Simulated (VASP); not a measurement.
Energy against volume of Fe (bcc). Level of theory: PBE GGA with D3 dispersion (Becke-Johnson damping), VASP's PBE PAW potentials (set 64) (plane waves; VASP). Settings: 520 eV cut-off, 18×18×18 Γ-centred mesh, first-order Methfessel-Paxton smearing of 0.10 eV, potentials Fe.

```csv
V (Å³/atom),E (eV/atom)
10.357,-8.57569
10.687,-8.59919
11.018,-8.60721
11.348,-8.60216
```

Fit these four points and predict the energy of the run at 11.679 Å³/atom.

A cubic in V^(−2/3), the third-order Birch-Murnaghan form, passes through the four points with V0 = 11.05 Å³/atom and B0 = 208 GPa, and gives -8.5861 eV/atom there. The run gave -8.5848 eV/atom, +1.3 meV/atom from the fit; all five points give B0 = 216 GPa.

The compound is Fe in the bcc structure. It was relaxed first, which changed the volume by -7 %.
